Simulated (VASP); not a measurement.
# MgTi2N2 (I4/mmm) in VASP: notebook

One crystal, MgTi2N2, is run at these levels: PBE; tasks: relaxation of cell and atoms.

Everything below comes from runs of VASP 6.6.1. Logs are shortened: lines on timing, memory, paths and dates and some standing lists are left out, and cuts for length are marked.

### 1 The structure

Symmetry: I4/mmm, No. 139, tetragonal system. Conventional cell: a = 4.418 Å, b = 4.418 Å, c = 6.665 Å, α = 90.00°, β = 90.00°, γ = 90.00°. Mg (site symmetry 4/mmm) has 4 N at 2.21 Å and 2 Ti at 2.22 Å as nearest neighbours. Ti (site symmetry 4mm) is surrounded by 1 Mg at 2.22 Å and 1 Ti at 2.23 Å and 4 N at 2.47 Å. N (site symmetry mmm) is surrounded by 2 Mg at 2.21 Å and 4 Ti at 2.47 Å.

The cell was built by a generator and needn't be a form met in nature.

### 2 Relaxation of cell and atoms, PBE

Input file INCAR:

```
ALGO = Fast
EDIFF = 1E-4
EDIFFG = -0.08
ENCUT = 520
GGA = PE
IBRION = 2
ISIF = 3
ISMEAR = 0
LASPH = True
LCHARG = False
LREAL = False
LWAVE = False
NELM = 60
NSW = 24
PREC = Normal
SIGMA = 0.15
```

Input file KPOINTS:

```
k-points
0
Gamma
  5 5 5
```

Input file POSCAR:

```
MgTi2N2
1.0
   -2.2089251000      2.2089251000      3.3322807700
    2.2089251000     -2.2089251000      3.3322807700
    2.2089251000      2.2089251000     -3.3322807700
Mg Ti N
1 2 2
Direct
    0.0000000000      0.0000000000      0.0000000000
    0.6670356200      0.6670356200      0.0000000000
    0.3329643800      0.3329643800      0.0000000000
    0.5000000000      0.0000000000      0.5000000000
    0.0000000000      0.5000000000      0.5000000000
```

Potentials or basis: VASP PAW PBE potentials, release 64 (Mg, Ti_sv, N).

Started as:

```bash
cat potpaw_PBE.64/Mg/POTCAR potpaw_PBE.64/Ti_sv/POTCAR potpaw_PBE.64/N/POTCAR > POTCAR
mpirun -np 1 vasp_std > vasp.out
```

OUTCAR:

```text
EDIFF = 1E-4
   EDIFFG = -0.08
   ENCUT = 520
   GGA = PE
   IBRION = 2
   ISIF = 3
   ISMEAR = 0
   LASPH = True
   LREAL = False
   NELM = 60
   NSW = 24
   PREC = Normal

 ion  position               nearest neighbor table
   1  0.000  0.000  0.000-   4 2.21   5 2.21   5 2.21   4 2.21   2 2.22   3 2.22
   2  0.667  0.667  0.000-   1 2.22   3 2.23
   3  0.333  0.333  0.000-   1 2.22   2 2.23
   4  0.500  0.000  0.500-   1 2.21   1 2.21
   5  0.000  0.500  0.500-   1 2.21   1 2.21

  LATTYP: Found a body centered tetragonal cell.
 ALAT       =     4.4178502000
 C/A-ratio  =     1.5085530831

  Lattice vectors:

 A1 = (  -2.2089251000,   2.2089251000,   3.3322807700)
 A2 = (   2.2089251000,  -2.2089251000,   3.3322807700)
 A3 = (   2.2089251000,   2.2089251000,  -3.3322807700)

Analysis of symmetry for initial positions (statically):
=====================================================================
 Subroutine PRICEL returns:
 Original cell was already a primitive cell.

 Routine SETGRP: Setting up the symmetry group for a
 body centered tetragonal supercell.

 Subroutine GETGRP returns: Found 16 space group operations
 (whereof 16 operations were pure point group operations)
 out of a pool of 16 trial point group operations.

The static configuration has the point symmetry D_4h.

Analysis of symmetry for dynamics (positions and initial velocities):
=====================================================================
 Subroutine PRICEL returns:
 Original cell was already a primitive cell.

 Routine SETGRP: Setting up the symmetry group for a
 body centered tetragonal supercell.

 Subroutine GETGRP returns: Found 16 space group operations
 (whereof 16 operations were pure point group operations)
 out of a pool of 16 trial point group operations.

The dynamic configuration has the point symmetry D_4h.

 Subroutine INISYM returns: Found 16 space group operations
 (whereof 16 operations are pure point group operations),
 and found     1 'primitive' translations

----------------------------------------------------------------------------------------

                                     Primitive cell

  volume of cell :      65.0375

  direct lattice vectors                    reciprocal lattice vectors
    -2.208925100  2.208925100  3.332280770     0.000000000  0.226354438  0.150047380
     2.208925100 -2.208925100  3.332280770     0.226354438  0.000000000  0.150047380
     2.208925100  2.208925100 -3.332280770     0.226354438  0.226354438  0.000000000

  length of vectors
     4.567580905  4.567580905  4.567580905     0.271570521  0.271570521  0.320113516

  position of ions in fractional coordinates (direct lattice)
     0.000000000  0.000000000  0.000000000
     0.667035620  0.667035620  0.000000000
     0.332964380  0.332964380  0.000000000
     0.500000000  0.000000000  0.500000000
     0.000000000  0.500000000  0.500000000

  ion indices of the primitive-cell ions
   primitive index   ion index
                 1           1
                 2           2
                 3           3
                 4           4
                 5           5

----------------------------------------------------------------------------------------

 KPOINTS: k-points

Automatic generation of k-mesh.
 Grid dimensions read from file:
 generate k-points for:    5    5    5

 Generating k-lattice:

  Cartesian coordinates                     Fractional coordinates (reciprocal lattice)
     0.000000000  0.045270888  0.030009476     0.200000000  0.000000000  0.000000000
     0.045270888  0.000000000  0.030009476     0.000000000  0.200000000  0.000000000
     0.045270888  0.045270888  0.000000000     0.000000000  0.000000000  0.200000000

  Length of vectors
     0.054314104  0.054314104  0.064022703

  Shift w.r.t. Gamma in fractional coordinates (k-lattice)
     0.000000000  0.000000000  0.000000000

 Subroutine IBZKPT returns following result:
 ===========================================

 Found     18 irreducible k-points:

 Following reciprocal coordinates:
            Coordinates               Weight
  0.000000  0.000000  0.000000      1.000000
  0.200000  0.000000 -0.000000      8.000000
  0.400000 -0.000000  0.000000      8.000000
  0.200000  0.200000 -0.000000      8.000000
  0.400000  0.200000  0.000000     16.000000
 -0.400000  0.200000 -0.000000     16.000000
[... 10 lines left out ...]
 -0.400000  0.400000  0.400000      4.000000
 -0.400000 -0.400000  0.400000      2.000000
   k-points           NKPTS =     18   k-points in BZ     NKDIM =     18   number of bands    NBANDS=     22
   number of dos      NEDOS =    301   number of ions     NIONS =      5
   total plane-waves  NPLWV =  21952
   dimension x,y,z NGX =    28 NGY =   28 NGZ =   28
   dimension x,y,z NGXF=    56 NGYF=   56 NGZF=   56
   ions per type =               1   2   2
   NGX,Y,Z   is equivalent  to a cutoff of  10.19, 10.19, 10.19 a.u.
   NGXF,Y,Z  is equivalent  to a cutoff of  20.38, 20.38, 20.38 a.u.
 SYSTEM =  unknown system
   PREC   = normal    normal or accurate (medium, high low for compatibility)
   ISTART =      0    job   : 0-new  1-cont  2-samecut
   ICHARG =      2    charge: 1-file 2-atom 10-const
   ISPIN  =      1    spin polarized calculation?
   LNONCOLLINEAR =      F non collinear calculations
   LSORBIT =      F    spin-orbit coupling
   LASPH  =      T    aspherical Exc in radial PAW
   ENCUT  =  520.0 eV  38.22 Ry    6.18 a.u.   8.49  8.49  8.49*2*pi/ulx,y,z
   NELM   =     60;   NELMIN=  2; NELMDL= -5     # of ELM steps
   EDIFF  = 0.1E-03   stopping-criterion for ELM
   LREAL  =      F    real-space projection
   EDIFFG = -.8E-01   stopping-criterion for IOM
   NSW    =     24    number of steps for IOM
   IBRION =      2    ionic relax: 0-MD 1-quasi-New 2-CG
   NFREE  =      1    steps in history (QN), initial steepest desc. (CG)
   ISIF   =      3    stress and relaxation
   ISYM   =      2    0-nonsym 1-usesym 2-fastsym
   POTIM  = 0.5000    time-step for ionic-motion
   TEBEG  =    0.0;   TEEND  =   0.0 temperature during run
   PSTRESS=    0.0 pullay stress
   NELECT =      36.0000    total number of electrons
   NUPDOWN=      -1.0000    fix difference up-down
   EMIN   =  10.00;   EMAX   =-10.00  energy-range for DOS
   EFERMI =   0.00;   METHOD = LEGACY
   ISMEAR =     0;   SIGMA  =   0.15  broadening in eV -4-tet -1-fermi 0-gaus
   EFERMI_NEDOS =   21; number of points for ismear=-14 and -15
   IALGO  =     68    algorithm
   IMIX   =      4    mixing-type and parameters
     AMIX     =   0.40;   BMIX     =  1.00
     AMIX_MAG =   1.60;   BMIX_MAG =  1.00
  volume/ion in A,a.u.               =      13.01        87.78
  Fermi-wavevector in a.u.,A,eV,Ry     =   1.344171  2.540115 24.582943  1.806795
  Thomas-Fermi vector in A             =   2.472186
   LORBIT       =      0    0 simple, 1 ext, 2 COOP (PROOUT), +10 PAW based schemes
   GGA     = PE    functional components
   LHFCALC =     F    Hartree Fock is set to
   AEXX    =    0.0000 exact exchange contribution
   IVDW    =     0    specifies the selected vdW correction
   LEPSILON=     F    determine dielectric tensor
   LRPA    =     F    only Hartree local field effects (RPA)
 conjugate gradient relaxation of ions
 non-spin polarized calculation
 RMM-DIIS sequential band-by-band and
 Gauss-broadening in eV      SIGMA  =   0.15
  energy-cutoff  :      520.00
  volume of cell :       65.04
 maximum number of plane-waves:      1769
   NGX = 17   NGY = 17   NGZ = 17

--------------------------------------- Ionic step        1  -------------------------------------------

 number of electron      36.0000002 magnetization

 Free energy of the ion-electron system (eV)
  ---------------------------------------------------
  ext. energy  EPLUGINS =         0.00000000
  ---------------------------------------------------
  free energy    TOTEN  =       -30.89716024 eV

  energy without entropy =      -30.84301599  energy(sigma->0) =      -30.87008811

------------------------ aborting loop because EDIFF is reached ----------------------------------------

  FORCE on cell =-STRESS in cart. coord.  units (eV):
  Direction    XX          YY          ZZ          XY          YZ          ZX
  --------------------------------------------------------------------------------------
  -------------------------------------------------------------------------------------
  Total      -14.6821912    -14.6821912     16.7224758      0.0000000      0.0000000      0.0000000
  in kB     -361.6911641   -361.6911641    411.9529336      0.0000000      0.0000000      0.0000000
  external PRESSURE =    -103.8097982 kB  Pullay stress =       0.0000000 kB
[... 141 lines left out ...]
  energy  without entropy=      -34.6854593060  energy(sigma->0) =      -34.69858264

--------------------------------------- Ionic step        5  -------------------------------------------

 number of electron      36.0000012 magnetization

------------------------ aborting loop EDIFF was not reached (unconverged)  ----------------------------

  FORCE on cell =-STRESS in cart. coord.  units (eV):
  Direction    XX          YY          ZZ          XY          YZ          ZX
  --------------------------------------------------------------------------------------
  -------------------------------------------------------------------------------------
  Total       -2.2557894     -2.2557894     -2.2805400      0.0000000      0.0000000      0.0000000
  in kB      -54.9531103    -54.9531103    -55.5560576      0.0000000      0.0000000      0.0000000
  external PRESSURE =     -55.1540928 kB  Pullay stress =       0.0000000 kB

 VOLUME and BASIS-vectors are now :
 -----------------------------------------------------------------------------
  energy-cutoff  :      520.00
  volume of cell :       65.77
      direct lattice vectors                 reciprocal lattice vectors
    -1.973882877  1.973882877  4.220016097     0.000000000  0.253307836  0.118482960
     1.973882877 -1.973882877  4.220016097     0.253307836  0.000000000  0.118482960
     1.973882877  1.973882877 -4.220016097     0.253307836  0.253307836  0.000000000
[... 132 lines left out ...]
  energy  without entropy=      -35.3026788706  energy(sigma->0) =      -35.31175974

--------------------------------------- Ionic step        9  -------------------------------------------

 number of electron      36.0000035 magnetization

 Free energy of the ion-electron system (eV)
  ---------------------------------------------------
  ext. energy  EPLUGINS =         0.00000000
  ---------------------------------------------------
  free energy    TOTEN  =       -35.33183055 eV

  energy without entropy =      -35.31060816  energy(sigma->0) =      -35.32121936

 E-fermi :   6.6433     XC(G=0): -10.8717

 val. band max:        6.6296770802   @ k =   0.2000   0.2000   0.2000
 cond. band min:       6.6669098943   @ k =   0.0000   0.0000   0.0000
 fundamental gap:      0.0372328141
 Fermi energy:         6.6432794845

 k-point     1 :       0.0000    0.0000    0.0000
  band No.  band energies     occupation
      1     -50.7765      2.00000
      2     -50.4205      2.00000
      3     -27.5188      2.00000
      4     -27.0892      2.00000
      5     -27.0892      2.00000
      6     -26.8639      2.00000
[... 471 lines left out ...]
  FREE ENERGIE OF THE ION-ELECTRON SYSTEM (eV)
  ---------------------------------------------------
  free  energy   TOTEN  =       -35.3318305533 eV

  energy  without entropy=      -35.3106081594  energy(sigma->0) =      -35.32121936

 reached required accuracy - stopping structural energy minimisation
```

It took 5.2 min on 1 thread of Intel Xeon Platinum 8259CL at 2.50GHz (Skylake/Cascade Lake), shared host; peak memory 0.18 GiB.

Results:

| Item | Value |
| --- | --- |
| Free energy | -35.3318 eV |
| Relaxed volume | 13.19 Å³/atom |
| Relaxed cell | a = 5.150 Å, b = 5.150 Å, c = 5.150 Å, α = 135.58°, β = 135.58°, γ = 64.63° |
| Space group after relaxing (to 0.05 Å) | I4/mmm (No. 139) |
| Energy gained by relaxing | 886.9 meV/atom |
| Ionic steps | 9 |
| Pressure after relaxing | 0.3 GPa |
| Largest force after relaxing | 0.024 eV/Å |
| Band gap on the k mesh | none (metal or under the smearing width) |

Forces in eV/Å, atoms in the order of the input:
```
Mg   0.000  0.000  0.000
Ti   0.000  0.000  0.024
Ti   0.000  0.000 -0.024
N    0.000  0.000  0.000
N    0.000  0.000  0.000
```

Stress tensor (GPa, compression positive):
```
 0.67  0.00  0.00
 0.00  0.67  0.00
 0.00  0.00 -0.41
```

The path:
```csv
step,energy change (eV),largest force (eV/Å),pressure (GPa),volume (Å³)
1,0.0000,3.9623,-10.38,65.04
2,-3.7554,0.0927,26.34,55.65
3,-3.8127,0.3354,14.69,56.94
4,-3.8145,0.0628,17.00,56.55
5,-4.2400,1.9982,-5.52,65.77
6,-4.2625,1.7567,-2.00,63.85
7,-4.4233,0.2085,-0.11,65.95
8,-4.4237,0.2289,-0.50,65.98
9,-4.4347,0.0237,0.31,65.97
```

Final structure:
```cif
data_structure
_symmetry_space_group_name_H-M 'P 1'
_symmetry_Int_Tables_number 1
_cell_length_a 5.1500
_cell_length_b 5.1500
_cell_length_c 5.1500
_cell_angle_alpha 135.582
_cell_angle_beta 135.582
_cell_angle_gamma 64.627
_cell_volume 65.97
loop_
_atom_site_label
_atom_site_type_symbol
_atom_site_fract_x
_atom_site_fract_y
_atom_site_fract_z
_atom_site_occupancy
Mg1 Mg 0.00000 0.00000 0.00000 1
Ti1 Ti 0.62633 0.62633 0.00000 1
Ti2 Ti 0.37367 0.37367 0.00000 1
N1 N 0.50000 0.00000 0.50000 1
N2 N 0.00000 0.50000 0.50000 1
```

Caveat: the k mesh is coarse (spacing up to 0.40 Å⁻¹), so the values aren't converged; the relaxation stopped at a loose force limit of 0.08 eV/Å, so its end isn't a converged minimum.

### 3 Relaxation of cell and atoms, PBE

This run uses another cell than the first one, of 13.08 Å³/atom, 1.006 times its volume.

INCAR is that of step 2.

KPOINTS is that of step 2.

Input file POSCAR:

```
MgTi2N2
1.0
   -1.8977848900      1.8977848900      4.5408183200
    1.8977848900     -1.8977848900      4.5408183200
    1.8977848900      1.8977848900     -4.5408183200
Mg Ti N
1 2 2
Direct
    0.0000000000      0.0000000000      0.0000000000
    0.3890000000      0.3890000000      0.0000000000
    0.6110000000      0.6110000000      0.0000000000
    0.7500000000      0.2500000000      0.5000000000
    0.2500000000      0.7500000000      0.5000000000
```

Potentials or basis: VASP PAW PBE potentials, release 64 (Mg, Ti_sv, N).

Started as:

```bash
cat potpaw_PBE.64/Mg/POTCAR potpaw_PBE.64/Ti_sv/POTCAR potpaw_PBE.64/N/POTCAR > POTCAR
mpirun -np 1 vasp_std > vasp.out
```

Run time: 4.5 min. Hardware: 1 thread of Intel Xeon Platinum 8259CL at 2.50GHz (Skylake/Cascade Lake), shared host; peak memory 0.19 GiB.

Results (log left out):

```yaml
Free_energy: -38.0004 eV
Relaxed_volume: 13.59 Å³/atom
Relaxed_cell: a = 5.527 Å, b = 5.527 Å, c = 5.527 Å, α = 140.42°, β = 140.42°, γ = 57.21°
Space_group_after_relaxing_to_0.05_Å: I4/mmm (No. 139)
Energy_gained_by_relaxing: 1232.8 meV/atom
Ionic_steps: 10
Pressure_after_relaxing: 0.1 GPa
Largest_force_after_relaxing: 0.005 eV/Å
Band_gap_on_the_k_mesh: none (metal or under the smearing width)
```

Forces on the atoms (eV/Å):
```
Mg   0.000  0.000  0.000
Ti   0.000  0.000 -0.005
Ti   0.000  0.000  0.005
N    0.000  0.000  0.000
N    0.000  0.000  0.000
```

Stress tensor (GPa, compression positive):
```
0.18 0.00 0.00
0.00 0.18 0.00
0.00 0.00 0.00
```

Step by step:
```
step  energy change (eV)  largest force (eV/Å)  pressure (GPa)  volume (Å³)
   1              0.0000                9.8684           -6.05        65.42
   2             -5.8797                0.4992            9.39        60.85
   3             -5.8940                0.4695            9.72        60.78
   4             -6.0647                0.6521           -4.15        67.39
   5             -6.0731                0.6434           -2.33        66.16
   6             -6.1510                0.0597            0.45        66.88
   7             -6.1551                0.2416            1.13        67.07
   8             -6.1622                0.0299           -0.70        68.18
   9             -6.1624                0.0445           -0.63        68.15
  10             -6.1640                0.0052            0.12        67.96
```

Final structure:
```cif
data_structure
_symmetry_space_group_name_H-M 'P 1'
_symmetry_Int_Tables_number 1
_cell_length_a 5.5270
_cell_length_b 5.5270
_cell_length_c 5.5270
_cell_angle_alpha 140.422
_cell_angle_beta 140.422
_cell_angle_gamma 57.212
_cell_volume 67.96
loop_
_atom_site_label
_atom_site_type_symbol
_atom_site_fract_x
_atom_site_fract_y
_atom_site_fract_z
_atom_site_occupancy
Mg1 Mg 0.00000 0.00000 0.00000 1
Ti1 Ti 0.32695 0.32695 0.00000 1
Ti2 Ti 0.67305 0.67305 0.00000 1
N1 N 0.75000 0.25000 0.50000 1
N2 N 0.25000 0.75000 0.50000 1
```

Levels at points of the mesh, in eV from the Fermi level:
```tsv
k point	band 14	band 15	band 16	band 17	band 18	band 19	band 20	band 21	band 22
(0.00, 0.00, 0.00)	-4.58	-4.41	-2.69	-2.69	-0.67	1.40	1.45	1.75	1.75
```

Caveat: the k mesh is coarse (spacing up to 0.47 Å⁻¹), so the values aren't converged; the relaxation stopped at a loose force limit of 0.08 eV/Å, so its end isn't a converged minimum.
